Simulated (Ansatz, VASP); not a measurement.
# Bi2Se3 (Paraguanajuatite) in two plane-wave programs

Aim: how closely do two programs agree when they are given the same cell, functional and k mesh?

Calculated with Ansatz 0.2.0; plane waves, with VASP 6.6.1 beside it; band structure at LDA, band structure at PBE and band structure at LDA, spin-orbit coupling.

### 1. The structure

Symmetry: R-3m, No. 166, trigonal system. The conventional cell has a = 4.143 Å, b = 4.143 Å, c = 28.636 Å, α = 90.00°, β = 90.00°, γ = 120.00°. Nearest to Bi lie 6 Se at 2.85 to 3.07 Å. Se has 3 Bi at 2.85 Å nearest. Nearest to Se lie 6 Bi at 3.07 Å. Farther neighbours and most contacts between anions are not listed.

As a file:

```cif
data_structure
_symmetry_space_group_name_H-M 'R-3m:H'
_symmetry_Int_Tables_number 166
_cell_length_a 4.1430
_cell_length_b 4.1430
_cell_length_c 28.6360
_cell_angle_alpha 90.000
_cell_angle_beta 90.000
_cell_angle_gamma 120.000
_cell_volume 425.67
loop_
_atom_site_label
_atom_site_type_symbol
_atom_site_symmetry_multiplicity
_atom_site_Wyckoff_symbol
_atom_site_fract_x
_atom_site_fract_y
_atom_site_fract_z
_atom_site_occupancy
Bi1 Bi 6 c 0.66667 0.33333 0.93253 1
Se1 Se 6 c 0.00000 0.00000 0.78830 1
Se2 Se 3 a 0.00000 0.00000 0.00000 1
```

### 2. VASP: band structure, LDA

The same path points are solved in both programs, so levels can be compared one by one.

Lines of VASP's logs that name or quote its potential files are left out, and so is its time.

File INCAR:

```
SYSTEM = Bi2Se3
PREC = Accurate
ENCUT = 350
EDIFF = 1E-06
NELM = 100
ISMEAR = 0
SIGMA = 0.03
LREAL = .FALSE.
ALGO = Normal
GGA = CA
NBANDS = 39
LORBIT = 11
LWAVE = .FALSE.
LCHARG = .FALSE.
KPAR = 4
```

File POSCAR:

```
Bi2Se3
1.0
    2.0715000000      1.1959810826      9.5453333333
   -2.0715000000      1.1959810826      9.5453333333
    0.0000000000     -2.3919621653      9.5453333333
Bi Se
2 3
Direct
    0.5992000000      0.5992000000      0.5992000000
    0.4008000000      0.4008000000      0.4008000000
    0.7883000000      0.7883000000      0.7883000000
    0.2117000000      0.2117000000      0.2117000000
    0.0000000000      0.0000000000      0.0000000000
```

File KPOINTS:

```
Automatic mesh
0
Gamma
6 6 6
0 0 0
```

File KPOINTS_OPT:

```
Line mode
8
Line-mode
Reciprocal
  0.00000000   0.00000000   0.00000000 GAMMA
  0.50000000   0.00000000   0.00000000 L

  0.50000000   0.00000000   0.00000000 L
  0.50000000   0.17713253  -0.17713253 B1

  0.82286747   0.50000000   0.17713253 B
  0.50000000   0.50000000   0.50000000 Z

  0.50000000   0.50000000   0.50000000 Z
  0.00000000   0.00000000   0.00000000 GAMMA

  0.00000000   0.00000000   0.00000000 GAMMA
  0.33856627   0.00000000  -0.33856627 X

  0.66143373   0.33856627   0.00000000 Q
  0.50000000   0.50000000   0.00000000 F

  0.50000000   0.50000000   0.00000000 F
  0.66143373   0.66143373   0.17713253 P1

  0.66143373   0.66143373   0.17713253 P1
  0.50000000   0.50000000   0.50000000 Z

  0.50000000   0.00000000   0.00000000 L
  0.82286747   0.33856627   0.33856627 P
```

Potentials, in the order of the species: Bi_d and Se (LDA family, release 64).

Launch:

```console
$ mpirun -np 4 vasp_std
```

Numbers of over 12 decimals in the logs are rounded to 6 here.

Log:

```text
[banner, memory and clock lines left out]
running    4 mpi-ranks, on    1 nodes
 distrk:  each k-point on    1 cores,    4 groups
 distr:  one band on    1 cores,    1 groups

 POSCAR found type information on POSCAR BiSe
 POSCAR found :  2 types and       5 ions
 LDA part: xc-table for (Slater(with rela. corr.)+CA(PZ))
 , standard interpolation
 POSCAR, INCAR and KPOINTS ok, starting setup
 FFT: planning ... GRIDC
 FFT: planning ... GRID_SOFT
 FFT: planning ... GRID
 WAVECAR not read
 entering main loop
       N       E                     dE             d eps       ncg     rms          rms(c)
DAV:   1     0.402102766442E+03    0.40210E+03   -0.17829E+04  2496   0.963E+02
DAV:   2     0.215286966363E+02   -0.38057E+03   -0.35979E+03  2611   0.297E+02
DAV:   3    -0.225049283280E+02   -0.44034E+02   -0.42681E+02  3070   0.116E+02
DAV:   4    -0.241343183971E+02   -0.16294E+01   -0.16233E+01  2946   0.249E+01
DAV:   5    -0.241961136985E+02   -0.61795E-01   -0.61790E-01  3515   0.449E+00    0.528E+00
DAV:   6    -0.234112030878E+02    0.78491E+00   -0.74433E-01  3560   0.595E+00    0.327E+00
DAV:   7    -0.233986947835E+02    0.12508E-01   -0.26431E-01  2884   0.193E+00    0.173E+00
DAV:   8    -0.233939115279E+02    0.47833E-02   -0.34641E-02  2939   0.890E-01    0.487E-01
DAV:   9    -0.233931802149E+02    0.73131E-03   -0.23897E-03  3233   0.262E-01    0.103E-01
DAV:  10    -0.233931674102E+02    0.12805E-04   -0.28612E-04  3004   0.897E-02    0.450E-02
DAV:  11    -0.233931697760E+02   -0.23658E-05   -0.48007E-05  3185   0.413E-02    0.182E-02
DAV:  12    -0.233931720568E+02   -0.22808E-05   -0.18681E-05  2691   0.175E-02    0.730E-03
DAV:  13    -0.233931718534E+02    0.20339E-06   -0.12663E-06  2041   0.625E-03
   1 F= -.23393172E+02 E0= -.23393166E+02  d E =-.125121E-04
 Start KPOINTS_OPT (optional k-point list driver)
k-point batch [1-32\72]
       N       E                     dE             ncg
DAV:   1     0.124152618202E+04   -0.19460E+05     2504
DAV:   2    -0.109259618422E+05   -0.12167E+05     2649
DAV:   3    -0.123649738541E+05   -0.14390E+04     3038
DAV:   4    -0.124182417919E+05   -0.53268E+02     2939
DAV:   5    -0.124202041841E+05   -0.19624E+01     3592
DAV:   6    -0.124202400742E+05   -0.35890E-01     3292
DAV:   7    -0.124202407840E+05   -0.70986E-03     3629
DAV:   8    -0.124202407953E+05   -0.11273E-04     3069
DAV:   9    -0.124202407956E+05   -0.28120E-06     1941
[...]
k-point batch [65-72\72]
       N       E                     dE             ncg
DAV:   1     0.245265957795E+05   -0.94363E+04      624
DAV:   2     0.214603175863E+05   -0.30663E+04      663
DAV:   3     0.211067169349E+05   -0.35360E+03      767
DAV:   4     0.210942270271E+05   -0.12490E+02      744
DAV:   5     0.210937580292E+05   -0.46900E+00      928
DAV:   6     0.210937491816E+05   -0.88476E-02      779
DAV:   7     0.210937490009E+05   -0.18062E-03      936
DAV:   8     0.210937489978E+05   -0.31838E-05      708
DAV:   9     0.210937489977E+05   -0.83488E-07      480
```

From OUTCAR (step 2):

```text
ion  position               nearest neighbor table
   1  0.599  0.599  0.599-   4 2.85   4 2.85   4 2.85   5 3.07   5 3.07   5 3.07
   2  0.401  0.401  0.401-   3 2.85   3 2.85   3 2.85   5 3.07   5 3.07   5 3.07
   3  0.788  0.788  0.788-   2 2.85   2 2.85   2 2.85
   4  0.212  0.212  0.212-   1 2.85   1 2.85   1 2.85
   5  0.000  0.000  0.000-   1 3.07   1 3.07   2 3.07   2 3.07   1 3.07   2 3.07

  LATTYP: Found a trigonal (rhomboedric) cell.
 ALAT       =     9.8404710987
 COS(alpha) =     0.9113725833

 Subroutine GETGRP returns: Found 12 space group operations
 (whereof 12 operations were pure point group operations)

The static configuration has the point symmetry D_3d.

 Found     32 irreducible k-points:

   k-points           NKPTS =     32   k-points in BZ     NKDIM =     32   number of bands    NBANDS=     39

   dimension x,y,z NGX =    60 NGY =   60 NGZ =   60
   dimension x,y,z NGXF=   120 NGYF=  120 NGZF=  120

   ENCUT  =  350.0 eV  25.72 Ry    5.07 a.u.  15.01 15.01 15.01*2*pi/ulx,y,z

   NELECT =      48.0000    total number of electrons

 k-points in reciprocal lattice and weights: Automatic mesh
   0.00000000  0.00000000  0.00000000       0.005
   0.16666667  0.00000000 -0.00000000       0.028
   0.33333333 -0.00000000 -0.00000000       0.028
   0.50000000  0.00000000 -0.00000000       0.014
   0.16666667  0.16666667 -0.00000000       0.028
   0.33333333  0.16666667 -0.00000000       0.056
   0.50000000  0.16666667 -0.00000000       0.056
  -0.33333333  0.16666667  0.00000000       0.056
  -0.16666667  0.16666667  0.00000000       0.028
[...]
-0.33333333  0.50000000  0.33333333       0.028
   0.50000000  0.50000000  0.50000000       0.005

 average (electrostatic) potential at core
       1-106.3669       2-106.3669       3 -59.3883       4 -59.3883       5 -59.2027

 E-fermi :   4.8964

 k-point     1 :       0.0000    0.0000    0.0000
  band No.  band energies     occupation
    ...
     20       2.9799      2.00000
     21       2.9799      2.00000
     22       3.6607      2.00000
     23       3.6607      2.00000
     24       4.8487      1.97545
     25       4.9441      0.02455
     26       6.1737      0.00000
     27       6.1737      0.00000
     28       6.8888      0.00000
     29       7.4972      0.00000
    ...

 k-point     2 :       0.1667    0.0000   -0.0000
  band No.  band energies     occupation
    ...
     20       2.8865      2.00000
     21       3.5369      2.00000
     22       3.5579      2.00000
     23       3.7467      2.00000
     24       4.1708      2.00000
     25       6.1247      0.00000
     26       6.5354      0.00000
     27       6.8671      0.00000
     28       6.9610      0.00000
     29       7.5389      0.00000
    ...

 k-point     3 :       0.3333   -0.0000   -0.0000
  band No.  band energies     occupation
    ...
     20       2.1193      2.00000
     21       2.4078      2.00000
     22       3.3830      2.00000
     23       3.6389      2.00000
     24       4.2794      2.00000
     25       5.7787      0.00000
     26       6.8589      0.00000
     27       7.1226      0.00000
     28       7.8140      0.00000
     29       8.4729      0.00000
    ...

  Total       -1.6868357     -1.6868357     -1.7746225      0.0000000      0.0000000      0.0000000
  in kB      -19.0472280    -19.0472280    -20.0384886      0.0000000      0.0000000      0.0000000
  external PRESSURE =     -19.3776482 kB  Pullay stress =       0.0000000 kB

  energy-cutoff  :      350.00
  volume of cell :      141.89
      direct lattice vectors                 reciprocal lattice vectors
     2.071500000  1.195981083  9.545333333     0.241370987  0.139355604  0.034921078
    -2.071500000  1.195981083  9.545333333    -0.241370987  0.139355604  0.034921078
     0.000000000 -2.391962165  9.545333333     0.000000000 -0.278711209  0.034921078

 POSITION                                       TOTAL-FORCE (eV/Angst)
 -----------------------------------------------------------------------------------
      0.00000     -0.00000     17.15869         0.000000     -0.000000      0.159616
      0.00000     -0.00000     11.47731         0.000000      0.000000     -0.159616
      0.00000     -0.00000     22.57376         0.000000     -0.000000      0.038266
      0.00000     -0.00000      6.06224         0.000000      0.000000     -0.038266
      0.00000      0.00000      0.00000         0.000000      0.000000     -0.000000
 -----------------------------------------------------------------------------------
    total drift:                               -0.000000     -0.000000      0.000000

  FREE ENERGIE OF THE ION-ELECTRON SYSTEM (eV)
  ---------------------------------------------------
  free  energy   TOTEN  =       -23.3931718534 eV

  energy  without entropy=      -23.3931593413  energy(sigma->0) =      -23.39316560

 total charge
# of ion       s       p       d       tot
------------------------------------------
    1        1.618   1.087   9.957  12.662
    2        1.618   1.087   9.957  12.662
    3        1.496   2.254   0.023   3.773
    4        1.496   2.254   0.023   3.773
    5        1.478   2.309   0.021   3.809
--------------------------------------------------
tot          7.707   8.991  19.981  36.678

[... 3 further parts left out ...]
```

The run ends at a pressure of -1.94 GPa, with forces up to 0.16 eV/Å.

### 3. Ansatz: band structure, LDA

Ansatz runs on its default PAW (the set named soft_2) files.

The same cell, functional (in two slightly different forms), mesh and smearing now go to Ansatz, which takes its cutoff from its data sets.

File input.yaml:

```yaml
crystal:
  lattice:
    - [2.0715, 1.1959810826, 9.5453333333]
    - [-2.0715, 1.1959810826, 9.5453333333]
    - [0.0, -2.3919621653, 9.5453333333]
  atoms:
    - { symbol: Bi, position: [0.5992, 0.5992, 0.5992] }
    - { symbol: Bi, position: [0.4008, 0.4008, 0.4008] }
    - { symbol: Se, position: [0.7883, 0.7883, 0.7883] }
    - { symbol: Se, position: [0.2117, 0.2117, 0.2117] }
    - { symbol: Se, position: [0.0, 0.0, 0.0] }
hamiltonian:
  xc: lda
  pseudopotentials: { kind: paw }
kpoints:
  mp_grid: { grid: [6, 6, 6] }
  band_path:
    path:
      - [0.0, 0.0, 0.0]
      - [0.14286, 0.0, 0.0]
      - [0.28571, 0.0, 0.0]
      - [0.5, 0.0, 0.0]
      - [0.5, 0.0253, -0.0253]
      - [0.5, 0.10122, -0.10122]
      - [0.5, 0.15183, -0.15183]
      - [0.77674, 0.5, 0.22326]
      - [0.6845, 0.5, 0.3155]
      - [0.54612, 0.5, 0.45388]
      - [0.5, 0.5, 0.5]
      - [0.35714, 0.35714, 0.35714]
      - [0.14286, 0.14286, 0.14286]
      - [0.0, 0.0, 0.0]
      - [0.09673, 0.0, -0.09673]
      - [0.19347, 0.0, -0.19347]
      - [0.33857, 0.0, -0.33857]
      - [0.63837, 0.36163, 0.0]
      - [0.56919, 0.43081, 0.0]
      - [0.52306, 0.47694, 0.0]
      - [0.5, 0.5, 0.0]
      - [0.56919, 0.56919, 0.07591]
      - [0.61531, 0.61531, 0.12652]
      - [0.66143, 0.66143, 0.17713]
      - [0.61531, 0.61531, 0.26938]
      - [0.54612, 0.54612, 0.40775]
      - [0.5, 0.5, 0.5]
      - [0.59225, 0.09673, 0.09673]
      - [0.6845, 0.19347, 0.19347]
      - [0.82287, 0.33857, 0.33857]
    npoints: 1
scf:
  occupations: { method: gaussian, width: 0.03 }
  n_extra_bands: 8
output:
  forces: true
  stress: true
  eigenvalues: true
  write_density: true
  write_potential: true
  elf: true
  volumetric_format: npy
```

Launch:

```console
$ ansatz run input.yaml --threads 2 --pin off --max-ram 4608MiB --backend cpu --events-out ev --progress --plain --runs-dir out
```

Log:

```text
basis.fft_grid_basis auto: the FFT boxes are laid along the combinations [[1, -1, 0], [0, 1, 0], [0, -1, 1]] of the cell's own vectors, 4.143, 9.840 and 4.143 Å long. The dense box has 30×72×30 points. Along the cell's own vectors, as sized, it would have 72×72×72, 5.76 times as many. Of the 12 symmetry operations that the crystal satisfies within crystal.symmetry.tolerance (time reversal apart; of a slab, those that [...]
scf.n_extra_bands = 8 over 39 filled bands (N_el = 78.0): the run solves 47 bands
Engine: ansatz 0.2.0, aarch64-unknown-linux-gnu
Pseudopotentials: kind: paw
Pseudopotential: Bi, paw, valence charge 15, recommended cutoff 420 eV (normal), Bi.paw.azcp
Pseudopotential: Se, paw, valence charge 16, recommended cutoff 420 eV (normal), Se.paw.azcp
Functional definition: SPW92
  exchange = slater_x
  correlation = pw_c
Crystal: 5 atoms, lattice volume = 141.890 Å³
Basis set: ecut = 420 eV, 2743 PW (Γ), FFT grids on a1−a2, a2, −a2+a3
Bands: 47, of which v1, the nominal top of the filled ones, is band 39 counted from 1 (38 counted from 0)
Symmetry: 12 space group operations
Space group: R-3m (ITA 166), of the structure as read, at distance tolerance 5.2e-5 Å
k-points: 32 of 216
Non-local potential: Bi, projectors of the file, l = 0: 2, l = 1: 2, l = 2: 2, l = 3: 2
Non-local potential: Se, projectors of the file, l = 0: 2, l = 1: 2, l = 2: 3, l = 3: 1
PAW form: soft (Blöchl's): semilocal exchange-correlation on the pseudo side does not see the compensation charge
PAW frozen core: Bi, regenerated for the run's functional, and the local potential with it (the file was generated under x = pbe(κ = 0.804, μ = 0.219515), c = pbe(β = 0.066725))
PAW frozen core: Se, regenerated for the run's functional, and the local potential with it (the file was generated under x = pbe(κ = 0.804, μ = 0.219515), c = pbe(β = 0.066725))
PAW one-centre angular grid: Bi, 590 points (default); XC on 64 Gauss nodes
PAW one-centre angular grid: Se, 590 points (default); XC on 64 Gauss nodes
Initial density: superposition of atomic densities (neutral atoms: chi_scale 0, normalization atom), corrected by the library's trained network
Initial wavefunctions: pseudopotential atomic-orbital guess
Functional: x = slater, c = lda
SCF iter   1: F=—  HF=-40323.304118 eV  |F-HF|=—  |Δ(HF+E_count)|=         —  Δρ=4.44e-3  dr2=4.15e-2  ethr=1.77e-3  ⟨swp⟩=7.8  Hψ=6156  notcnv=0  defer=2
preconditioner: auto → Resta (q_TF=auto, 2.469 Å⁻¹)  ε∞=4.1  [insulator: Δε(μ)=0.044 eV  Ē_g=9.316 eV  σ=0.030 eV  W_gap=0.70  n_scr=36 (ndim 8)  ℏωp=16.5 eV  f_vac=0.033  D(μ)=0.20/eV (n_scr^D=0)  ε∞_Penn≈4.1]
SCF iter   2: F=—  HF=-40323.296027 eV  |F-HF|=—  |Δ(HF+E_count)|=   8.09e-3  Δρ=2.52e-3  dr2=8.14e-3  ethr=5.32e-5  ⟨swp⟩=2.1  Hψ=1966  notcnv=0  defer=52
SCF iter   3: F=—  HF=-40323.294838 eV  |F-HF|=—  |Δ(HF+E_count)|=   1.19e-3  Δρ=1.26e-3  dr2=2.60e-3  ethr=1.04e-5  ⟨swp⟩=2.0  Hψ=1697  notcnv=0  defer=52
SCF iter   4: F=—  HF=-40323.294406 eV  |F-HF|=—  |Δ(HF+E_count)|=   4.33e-4  Δρ=2.38e-4  dr2=1.26e-4  ethr=3.33e-6  ⟨swp⟩=2.4  Hψ=2276  notcnv=0  defer=52
SCF iter   5: F=—  HF=-40323.294380 eV  |F-HF|=—  |Δ(HF+E_count)|=   2.55e-5  Δρ=8.89e-5  dr2=1.09e-5  ethr=1.62e-7  ⟨swp⟩=2.0  Hψ=2415  notcnv=0  defer=52
SCF iter   6: F=—  HF=-40323.294397 eV  |F-HF|=—  |Δ(HF+E_count)|=   1.68e-5  Δρ=1.88e-5  dr2=8.87e-7  ethr=1.40e-8  ⟨swp⟩=2.3  Hψ=2661  notcnv=0  defer=52
SCF iter   7: F=—  HF=-40323.294397 eV  |F-HF|=—  |Δ(HF+E_count)|=   6.32e-8  Δρ=7.49e-6  dr2=1.30e-7  ethr=1.14e-9  ⟨swp⟩=2.0  Hψ=2696  notcnv=0  defer=52
SCF iter   8: F=-40323.294397 eV  HF=-40323.294397 eV  |F-HF|=2.18e-9  |Δ(HF+E_count)|=   2.50e-8  Δρ=2.29e-6  dr2=9.93e-9  ethr=1.28e-10  ⟨swp⟩=13.8  Hψ=11113  notcnv=0
SCF 1 converged in 8 iterations: F = -40323.294397 eV  dr2 = 9.93e-9
  greatest PAW one-centre occupation: 1.000 electrons in one spin orbital (limit 2), on the Se atom at site 3 (counted from 0), in its partial waves of l = 2
NSCF: frozen V_eff on 30 k-points
SCF converged after 8 iterations
Free energy (F): -40323.294397 eV
Harris-Foulkes:  -40323.294397 eV  (|F-HF|=2.18e-9)
Internal energy: -40323.294388 eV  (E = F + TS)
E sigma→0 (E₀):  -40323.294392 eV
Entropy (-TS):   -0.000009 eV (-0.002 meV/atom)
Fermi energy:    8.794431 eV
--- Per-component energies (eV) ---
  E_band       = -1367.876386
  E_kinetic    = 960.557015
  E_local      = -10393.782491  (includes V_loc(G=0)·N_el)
  E_nonlocal   = -636.102774
  E_hartree    = 4612.511082
  E_xc         = -613.044508
  E_vxc        = -586.055183  (∫ρ·V_xc dr)
  E_paw        = -26185.695588  (= ΣΔE_a)
  E_vpaw       = 62.485763  (= ΣTr[D̂ρ^β])
  E_aug_tail   = -0.002860  (compensation charges beyond the density's cutoff)
  E_ewald      = -8074.376580
  E_core_change = 6.642317  (= ΣΔE_core)
  E_smearing   = -0.000009  (= −TS)
  E_closure    = 0.000000  (closes the sum)
  Σ components = -40323.294397   (vs F -40323.294397, Δ=0.00e0)
--- Forces (eV/Å), atoms counted from 1 ---
  atom   1  Bi     0.00000000    -0.00000000     0.14280478
  atom   2  Bi     0.00000000     0.00000000    -0.14280478
  atom   3  Se     0.00000000    -0.00000000     0.00674630
  atom   4  Se     0.00000000     0.00000000    -0.00674630
  atom   5  Se     0.00000000     0.00000000     0.00000000
  max |Σ_I F_I| component: 2.10e-30 eV/Å
--- Stress (GPa, compression-positive) ---
       -1.808482       0.000000       0.000000
        0.000000      -1.808482       0.000000
        0.000000       0.000000      -1.901265
  P = ⅓ Tr σ = -1.8394 GPa (-18.394 kbar)
--- Band table (eV; the first three rows and the last of 32) ---
  k-point 0: bands = [... 35 lower, 6.8922, 7.5739, 7.5739, 8.7439, 8.8449, 10.0812, 10.0812, 10.7950, ... 4 higher]
  k-point 1: bands = [... 35 lower, 7.4388, 7.4698, 7.6466, 8.0717, 10.0320, 10.4393, 10.7727, 10.8654, ... 4 higher]
  k-point 2: bands = [... 35 lower, 6.3091, 7.2908, 7.5515, 8.1751, 9.6859, 10.7640, 11.0262, 11.7211, ... 4 higher]
  k-point 31: bands = [... 35 lower, 7.1527, 7.4037, 7.4037, 8.2525, 9.3128, 10.3969, 10.3969, 10.7180, ... 4 higher]
```

It took 8.1 s on 2 threads of Arm Neoverse V2, shared host; peak memory 0.45 GiB; 16 s of CPU time.

### 4. Side by side

Known differences besides the PAW data sets themselves: the two LDA forms differ slightly; the data sets hold 78 valence electrons in Ansatz (default PAW (the set named soft_2) files) and 48 in VASP; the cutoff is 420 eV in Ansatz and 350 eV in VASP; Ansatz makes its cores anew for this functional, VASP keeps those of its LDA data sets. Total energies have different zeros and are not compared.

The two programs side by side:

| quantity | Ansatz | VASP | difference |
| --- | --- | --- | --- |
| pressure (GPa) | -1.84 | -1.94 | +0.10 |
| gap over the path points (eV) | 0.101 | 0.095 | +0.006 |

Forces (eV/Å; atoms numbered as in POSCAR):

| atom | Ansatz x, y, z | VASP x, y, z |
| --- | --- | --- |
| Bi1 | 0.000, 0.000, 0.143 | 0.000, 0.000, 0.160 |
| Bi2 | 0.000, 0.000, -0.143 | 0.000, 0.000, -0.160 |
| Se3 | 0.000, 0.000, 0.007 | 0.000, 0.000, 0.038 |
| Se4 | 0.000, 0.000, -0.007 | 0.000, 0.000, -0.038 |
| Se5 | 0.000, 0.000, 0.000 | 0.000, 0.000, 0.000 |

Levels at points of the path, from each program's valence-band top (eV; 4 filled, then empty):

| k (reciprocal lattice) | Ansatz | VASP |
| --- | --- | --- |
| 0.000 0.000 0.000 | -1.85 -1.17 -1.17 0.00 0.10 1.34 1.34 | -1.87 -1.19 -1.19 0.00 0.10 1.32 1.32 |
| 0.143 0.000 0.000 | -1.31 -1.29 -0.98 -0.76 1.18 1.75 1.91 | -1.32 -1.31 -0.99 -0.76 1.17 1.74 1.90 |
| 0.286 0.000 0.000 | -2.13 -1.23 -1.20 -0.55 1.04 2.04 2.09 | -2.13 -1.24 -1.22 -0.55 1.02 2.03 2.08 |
| 0.500 0.000 0.000 | -3.02 -2.15 -1.20 -0.55 0.74 1.87 2.89 | -3.03 -2.16 -1.22 -0.56 0.73 1.86 2.87 |
| 0.500 0.025 -0.025 | -2.77 -2.13 -1.38 -0.66 0.96 1.96 2.95 | -2.78 -2.15 -1.40 -0.66 0.95 1.95 2.93 |
| 0.500 0.101 -0.101 | -2.39 -2.20 -1.52 -1.33 2.30 2.55 3.07 | -2.40 -2.21 -1.53 -1.33 2.29 2.53 3.06 |
| 0.500 0.152 -0.152 | -2.81 -2.01 -1.16 -0.92 1.85 2.36 2.89 | -2.83 -2.03 -1.17 -0.92 1.84 2.35 2.88 |
| 0.777 0.500 0.223 | -2.32 -1.63 -1.00 -0.59 1.43 1.94 2.58 | -2.33 -1.65 -1.01 -0.59 1.42 1.93 2.57 |
| 0.684 0.500 0.316 | -1.73 -1.57 -1.20 -1.00 1.93 2.15 2.39 | -1.74 -1.58 -1.21 -1.00 1.92 2.13 2.38 |
| 0.546 0.500 0.454 | -1.46 -1.41 -0.78 -0.28 0.73 1.09 1.64 | -1.47 -1.43 -0.78 -0.28 0.72 1.08 1.63 |

The forces differ by 13 meV/Å r.m.s., which is 21.8 % of the r.m.s. force of 0.06 eV/Å (both taken over all components). Among the levels compared (up to four filled and three empty ones at each point), filled levels agree within 18 meV and empty ones within 19 meV. Ansatz's pressure holds a Pulay correction of 0.03 GPa; VASP's holds none.

(Part 1 of 3 ends here.)

[Lines on the potential files, build, host, timing and source positions are cut from VASP's logs without a mark.]

[Logs are printed without paths, hosts, clocks, repeated set-up lines and the standing remarks that a program may print on its own settings, such as how far it seeks lower states.]

[Hosts, paths, dates, database ids (printed as entryN), source tags and the programs' standing remarks are cut or masked in the printed files.]
